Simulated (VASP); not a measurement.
# C (Fd-3m) in VASP: notebook, part 2 of 2

VASP 6.6.1.

### Step 5. Band structure, PBE0

File POSCAR:

```
C                                       
1.0
    0.0000000000      1.7858179493      1.7858179493
    1.7858179493      0.0000000000      1.7858179493
    1.7858179493      1.7858179493      0.0000000000
  C             
     2
Direct
     0.0000000000000000    0.0000000000000000    0.0000000000000000
     0.2500000000000000    0.2500000000000000    0.2500000000000000
```

File INCAR.step1:

```
SYSTEM = C
ALGO = Normal
EDIFF = 1E-5
ENCUT = 450
GGA = PE
ISIF = 2
ISMEAR = 0
KPAR = 2
LASPH = .TRUE.
LCHARG = .FALSE.
LREAL = .FALSE.
LWAVE = .TRUE.
NELM = 120
PREC = Accurate
SIGMA = 0.02
```

File INCAR.step2:

```
SYSTEM = C
AEXX = 0.25
ALGO = Normal
EDIFF = 1E-6
ENCUT = 450
GGA = PE
HFRCUT = -1
ISIF = 2
ISMEAR = 0
ISTART = 1
KPAR = 2
LASPH = .TRUE.
LCHARG = .FALSE.
LHFCALC = .TRUE.
LREAL = .FALSE.
LWAVE = .FALSE.
NELM = 120
PREC = Accurate
PRECFOCK = Fast
SIGMA = 0.02
```

File KPOINTS:

```
k-points
0
G
  12 12 12
  0 0 0
```

File KPOINTS_OPT:

```
path GXWKGLUWLK,UX
8
line-mode
reciprocal
 0.0000000000  0.0000000000  0.0000000000  G
 0.5000000000  0.0000000000  0.5000000000  X

 0.5000000000  0.0000000000  0.5000000000  X
 0.5000000000  0.2500000000  0.7500000000  W

 0.5000000000  0.2500000000  0.7500000000  W
 0.3750000000  0.3750000000  0.7500000000  K

 0.3750000000  0.3750000000  0.7500000000  K
 0.0000000000  0.0000000000  0.0000000000  G

 0.0000000000  0.0000000000  0.0000000000  G
 0.5000000000  0.5000000000  0.5000000000  L

 0.5000000000  0.5000000000  0.5000000000  L
 0.6250000000  0.2500000000  0.6250000000  U

 0.6250000000  0.2500000000  0.6250000000  U
 0.5000000000  0.2500000000  0.7500000000  W

 0.5000000000  0.2500000000  0.7500000000  W
 0.5000000000  0.5000000000  0.5000000000  L

 0.5000000000  0.5000000000  0.5000000000  L
 0.3750000000  0.3750000000  0.7500000000  K

 0.6250000000  0.2500000000  0.6250000000  U
 0.5000000000  0.0000000000  0.5000000000  X
```

Potentials or basis: VASP PAW PBE potentials, release 64 (C).

On the command line:

```console
> cat potpaw_PBE.64/C/POTCAR > POTCAR
> cp INCAR.step1 INCAR
> mpirun -np 2 vasp_std > vasp.out
> cp INCAR.step2 INCAR
> mpirun -np 2 vasp_std > vasp.out
```

OUTCAR:

```text
SYSTEM = C
   AEXX = 0.25
   EDIFF = 1E-6
   ENCUT = 450
   GGA = PE
   ISIF = 2
   ISMEAR = 0
   ISTART = 1
   LASPH = .TRUE.
   LHFCALC = .TRUE.
   LREAL = .FALSE.
   NELM = 120
   PREC = Accurate
   PRECFOCK = Fast

 ion  position               nearest neighbor table
   1  0.000  0.000  0.000-   2 1.55   2 1.55   2 1.55   2 1.55
   2  0.250  0.250  0.250-   1 1.55   1 1.55   1 1.55   1 1.55

  LATTYP: Found a face centered cubic cell.
 ALAT       =     3.5716358986

  Lattice vectors:

[... 453 lines left out ...]
      2      -5.0421      2.00000
      3       2.6727      2.00000
      4       4.7535      2.00000
      5      18.3573      0.00000
      6      21.4005      0.00000
      7      22.3168      0.00000
      8      26.9692      0.00000

 [... further k-points ...]
[... 5 lines left out ...]
  --------------------------------------------------------------------------------------
  -------------------------------------------------------------------------------------
  Total       -0.6945233     -0.6945233     -0.6945233      0.0000000     -0.0000000      0.0000000
  in kB      -97.6912968    -97.6912968    -97.6912968      0.0000000     -0.0000000      0.0000000
  external PRESSURE =     -97.6912968 kB  Pullay stress =       0.0000000 kB

 VOLUME and BASIS-vectors are now :
 -----------------------------------------------------------------------------
  energy-cutoff  :      450.00
  volume of cell :       11.39
      direct lattice vectors                 reciprocal lattice vectors
     0.000000000  1.785817949  1.785817949    -0.279983746  0.279983746  0.279983746
     1.785817949  0.000000000  1.785817949     0.279983746 -0.279983746  0.279983746
     1.785817949  1.785817949  0.000000000     0.279983746  0.279983746 -0.279983746

 POSITION                                       TOTAL-FORCE (eV/Angst)
 -----------------------------------------------------------------------------------
      0.00000      0.00000      0.00000         0.000000      0.000000     -0.000000
      0.89291      0.89291      0.89291        -0.000000      0.000000      0.000000
 -----------------------------------------------------------------------------------
    total drift:                               -0.000000      0.000000      0.000000

  FREE ENERGIE OF THE ION-ELECTRON SYSTEM (eV)
  ---------------------------------------------------
  free  energy   TOTEN  =       -22.1243922631 eV

  energy  without entropy=      -22.1243922631  energy(sigma->0) =      -22.12439226
```

Wall time 19 min (2 MPI ranks of Intel Xeon Platinum 8488C (Sapphire Rapids), shared host); peak memory 0.19 GiB.

Results:

* Free energy: -22.1244 eV
* Band gap on the k mesh: 6.05 eV, indirect (least direct gap 7.68 eV)
* Band gap along the path: 6.02 eV, indirect (least direct gap 7.68 eV)

Levels at the corners of the path, in eV from the valence-band top:
| point | band 2 | band 3 | band 4 | band 5 | band 6 | band 7 |
| --- | --- | --- | --- | --- | --- | --- |
| Γ | 0.00 | 0.00 | 0.00 | 7.68 | 7.68 | 7.68 |
| X | -14.10 | -6.88 | -6.88 | 6.65 | 6.65 | 19.94 |
| X | -14.10 | -6.88 | -6.88 | 6.65 | 6.65 | 19.94 |
| W | -13.27 | -9.05 | -9.05 | 12.91 | 12.91 | 14.97 |
| W | -13.27 | -9.05 | -9.05 | 12.91 | 12.91 | 14.97 |
| K | -12.97 | -10.13 | -5.87 | 7.63 | 13.12 | 17.27 |
| K | -12.97 | -10.13 | -5.87 | 7.63 | 13.12 | 17.27 |
| Γ | 0.00 | 0.00 | 0.00 | 7.68 | 7.68 | 7.68 |
| Γ | 0.00 | 0.00 | 0.00 | 7.68 | 7.68 | 7.68 |
| L | -14.63 | -3.08 | -3.08 | 10.75 | 10.75 | 11.04 |
| L | -14.63 | -3.08 | -3.08 | 10.75 | 10.75 | 11.04 |
| U | -12.97 | -10.13 | -5.87 | 7.63 | 13.12 | 17.27 |
| U | -12.97 | -10.13 | -5.87 | 7.63 | 13.12 | 17.27 |
| W | -13.27 | -9.05 | -9.05 | 12.91 | 12.91 | 14.97 |
| W | -13.27 | -9.05 | -9.05 | 12.91 | 12.91 | 14.97 |
| L | -14.63 | -3.08 | -3.08 | 10.75 | 10.75 | 11.04 |
| L | -14.63 | -3.08 | -3.08 | 10.75 | 10.75 | 11.04 |
| K | -12.97 | -10.13 | -5.87 | 7.63 | 13.12 | 17.27 |
| U | -12.97 | -10.13 | -5.87 | 7.63 | 13.12 | 17.27 |
| X | -14.10 | -6.88 | -6.88 | 6.65 | 6.65 | 19.94 |

Caveat: the cutoff is under 1.25 times the usual one of these potentials, so pressure, stress and relaxed cells hold a basis-set (Pulay) error; the PAW data sets were made with another functional, which shifts forces and pressure a little.

### Step 6. Band structure, PBE

File INCAR:

```
SYSTEM = C
ALGO = Normal
EDIFF = 1E-6
ENCUT = 300
GGA = PE
ISIF = 2
ISMEAR = 0
KPAR = 2
LASPH = .TRUE.
LCHARG = .FALSE.
LREAL = .FALSE.
LWAVE = .FALSE.
NELM = 120
PREC = Accurate
SIGMA = 0.02
```

File KPOINTS:

```
k-points
0
G
  16 16 16
  0 0 0
```

POSCAR is that of step 5.

Edit KPOINTS_OPT of step 5 so:

```diff
@@ -1,3 +1,3 @@
 path GXWKGLUWLK,UX
-8
+10
 line-mode
```

Potentials or basis: VASP PAW PBE potentials, release 64 (C).

On the command line:

```console
> cat potpaw_PBE.64/C/POTCAR > POTCAR
> mpirun -np 2 vasp_std > vasp.out
```

OUTCAR:

```text
SYSTEM = C
   EDIFF = 1E-6
   ENCUT = 300
   GGA = PE
   ISIF = 2
   ISMEAR = 0
   LASPH = .TRUE.
   LREAL = .FALSE.
   NELM = 120
   PREC = Accurate

 ion  position               nearest neighbor table
   1  0.000  0.000  0.000-   2 1.55   2 1.55   2 1.55   2 1.55
   2  0.250  0.250  0.250-   1 1.55   1 1.55   1 1.55   1 1.55

  LATTYP: Found a face centered cubic cell.
 ALAT       =     3.5716358986

  Lattice vectors:

 A1 = (   0.0000000000,   1.7858179493,   1.7858179493)
 A2 = (   1.7858179493,   0.0000000000,   1.7858179493)
[... 443 lines left out ...]
      3       8.6707      2.00000
      4       9.5680      2.00000
      5      15.6644      0.00000
      6      16.2619      0.00000
      7      16.5003      0.00000
      8      23.1155      0.00000

 [... further k-points ...]
[... 5 lines left out ...]
  --------------------------------------------------------------------------------------
  -------------------------------------------------------------------------------------
  Total       -1.6121002     -1.6121002     -1.6121002     -0.0000000     -0.0000000      0.0000000
  in kB     -226.7571952   -226.7571952   -226.7571952     -0.0000000     -0.0000000      0.0000000
  external PRESSURE =    -226.7571952 kB  Pullay stress =       0.0000000 kB

 VOLUME and BASIS-vectors are now :
 -----------------------------------------------------------------------------
  energy-cutoff  :      300.00
  volume of cell :       11.39
      direct lattice vectors                 reciprocal lattice vectors
     0.000000000  1.785817949  1.785817949    -0.279983746  0.279983746  0.279983746
     1.785817949  0.000000000  1.785817949     0.279983746 -0.279983746  0.279983746
     1.785817949  1.785817949  0.000000000     0.279983746  0.279983746 -0.279983746

 POSITION                                       TOTAL-FORCE (eV/Angst)
 -----------------------------------------------------------------------------------
      0.00000      0.00000      0.00000         0.000000      0.000000      0.000000
      0.89291      0.89291      0.89291        -0.000000     -0.000000     -0.000000
 -----------------------------------------------------------------------------------
    total drift:                               -0.000000     -0.000000     -0.000000

  FREE ENERGIE OF THE ION-ELECTRON SYSTEM (eV)
  ---------------------------------------------------
  free  energy   TOTEN  =       -18.3239002876 eV

  energy  without entropy=      -18.3239002876  energy(sigma->0) =      -18.32390029
```

OSZICAR:

```text
N       E                     dE             d eps       ncg     rms          rms(c)
DAV:   1    -0.108148120594E+02   -0.10815E+02   -0.35935E+03  2728   0.622E+02
DAV:   2    -0.188527544209E+02   -0.80379E+01   -0.76163E+01  3600   0.680E+01
DAV:   3    -0.188892582118E+02   -0.36504E-01   -0.36504E-01  2536   0.543E+00
DAV:   4    -0.188892859935E+02   -0.27782E-04   -0.27782E-04  3208   0.138E-01
DAV:   5    -0.188892860041E+02   -0.10641E-07   -0.10641E-07  2528   0.183E-03    0.525E+00
DAV:   6    -0.184714776514E+02    0.41781E+00   -0.29723E-01  2424   0.426E+00    0.315E+00
DAV:   7    -0.183228183098E+02    0.14866E+00   -0.34964E-01  2736   0.471E+00    0.688E-01
DAV:   8    -0.183238764949E+02   -0.10582E-02   -0.15833E-03  2416   0.418E-01    0.457E-02
DAV:   9    -0.183238917339E+02   -0.15239E-04   -0.10644E-04  3320   0.862E-02    0.230E-02
DAV:  10    -0.183239005229E+02   -0.87890E-05   -0.10837E-05  2352   0.371E-02    0.442E-03
DAV:  11    -0.183239002876E+02    0.23530E-06   -0.33479E-08  1608   0.192E-03
   1 F= -.18323900E+02 E0= -.18323900E+02  d E =-.401985E-24
       N       E                     dE             ncg
DAV:   1     0.154938913054E+04   -0.27928E+05     1896
DAV:   2     0.773974072970E+03   -0.77542E+03     2376
DAV:   3     0.769878457170E+03   -0.40956E+01     1816
DAV:   4     0.769875441578E+03   -0.30156E-02     2200
DAV:   5     0.769875439963E+03   -0.16149E-05     1800
DAV:   6     0.769875439960E+03   -0.31110E-08     2104
```

Run time: 2.3 s. Hardware: 2 MPI ranks of Intel Xeon Platinum 8488C (Sapphire Rapids), shared host; peak memory 0.1 GiB.

The run converged, but a check on its numbers failed (symmetry, net force, bounds or a known fault of this set-up), so they aren't taken as properties of the crystal.

Caveat: the cutoff lies under the usual one of these potentials, so the numbers hold a large basis-set error.

### Step 7. Band structure, PBE

Edit INCAR of step 6 so:

```diff
@@ -3,3 +3,3 @@
 EDIFF = 1E-6
-ENCUT = 300
+ENCUT = 600
 GGA = PE
```

KPOINTS is that of step 6.

POSCAR is that of step 6.

KPOINTS_OPT is that of step 6.

On the command line:

```console
> cat potpaw_PBE.64/C/POTCAR > POTCAR
> mpirun -np 2 vasp_std > vasp.out
```

Wall time 5.8 s (2 MPI ranks of Intel Xeon Platinum 8488C (Sapphire Rapids), shared host); peak memory 0.13 GiB.

The run converged. Its results:

* Free energy: -18.1905 eV
* Pressure: 0.0 GPa
* Band gap on the k mesh: 4.12 eV, indirect (least direct gap 5.58 eV)
* Band gap along the path: 4.14 eV, indirect (least direct gap 5.58 eV)

Levels at the corners of the path, in eV from the valence-band top:
| point | band 1 | band 2 | band 3 | band 4 | band 5 | band 6 | band 7 | band 8 |
| --- | --- | --- | --- | --- | --- | --- | --- | --- |
| Γ | -21.42 | 0.00 | 0.00 | 0.00 | 5.58 | 5.58 | 5.58 | 13.24 |
| X | -12.74 | -12.74 | -6.27 | -6.27 | 4.75 | 4.75 | 16.74 | 16.74 |
| X | -12.74 | -12.74 | -6.27 | -6.27 | 4.75 | 4.75 | 16.74 | 16.74 |
| W | -11.95 | -11.95 | -8.29 | -8.29 | 10.60 | 10.60 | 12.26 | 12.26 |
| W | -11.95 | -11.95 | -8.29 | -8.29 | 10.60 | 10.60 | 12.26 | 12.26 |
| K | -12.95 | -11.71 | -9.28 | -5.34 | 5.67 | 10.71 | 14.31 | 15.56 |
| K | -12.95 | -11.71 | -9.28 | -5.34 | 5.67 | 10.71 | 14.31 | 15.56 |
| Γ | -21.42 | 0.00 | 0.00 | 0.00 | 5.58 | 5.58 | 5.58 | 13.24 |
| Γ | -21.42 | 0.00 | 0.00 | 0.00 | 5.58 | 5.58 | 5.58 | 13.24 |
| L | -15.67 | -13.33 | -2.79 | -2.79 | 8.44 | 8.44 | 8.79 | 15.66 |
| L | -15.67 | -13.33 | -2.79 | -2.79 | 8.44 | 8.44 | 8.79 | 15.66 |
| U | -12.95 | -11.71 | -9.28 | -5.34 | 5.67 | 10.71 | 14.31 | 15.56 |
| U | -12.95 | -11.71 | -9.28 | -5.34 | 5.67 | 10.71 | 14.31 | 15.56 |
| W | -11.95 | -11.95 | -8.29 | -8.29 | 10.60 | 10.60 | 12.26 | 12.26 |
| W | -11.95 | -11.95 | -8.29 | -8.29 | 10.60 | 10.60 | 12.26 | 12.26 |
| L | -15.67 | -13.33 | -2.79 | -2.79 | 8.44 | 8.44 | 8.79 | 15.66 |
| L | -15.67 | -13.33 | -2.79 | -2.79 | 8.44 | 8.44 | 8.79 | 15.66 |
| K | -12.95 | -11.71 | -9.28 | -5.34 | 5.67 | 10.71 | 14.31 | 15.56 |
| U | -12.95 | -11.71 | -9.28 | -5.34 | 5.67 | 10.71 | 14.31 | 15.56 |
| X | -12.74 | -12.74 | -6.27 | -6.27 | 4.75 | 4.75 | 16.74 | 16.74 |

### Step 8. Overview

```csv
level,k mesh,cutoff (eV),grid for exact exchange (PRECFOCK),screening parameter,exchange at q = 0,gap on the mesh (eV)
PBE,16 × 16 × 16,450,-,-,-,4.13
r2SCAN,16 × 16 × 16,450,-,-,-,4.32
HSE06,12 × 12 × 12,450,Fast,0.2 1/A,-,5.33
PBE0,12 × 12 × 12,450,Fast,-,truncated,6.05
PBE,16 × 16 × 16,600,-,-,-,4.12
```

Alike in all rows: task band structure; potentials or basis VASP PAW PBE potentials, release 64 (C); no spin polarisation; cell as given; smearing gaussian 0.02 eV.

On the cell as given the gap runs from 4.12 eV (PBE) to 6.02 eV (PBE0); the meshes differ, which moves gaps too.

Caveats: the cutoff is under 1.25 times the usual one of these potentials, so pressure, stress and relaxed cells hold a basis-set (Pulay) error (some runs); the PAW data sets were made with another functional, which shifts forces and pressure a little (some runs).

Absolute energies hang on the potentials; compare differences alone.
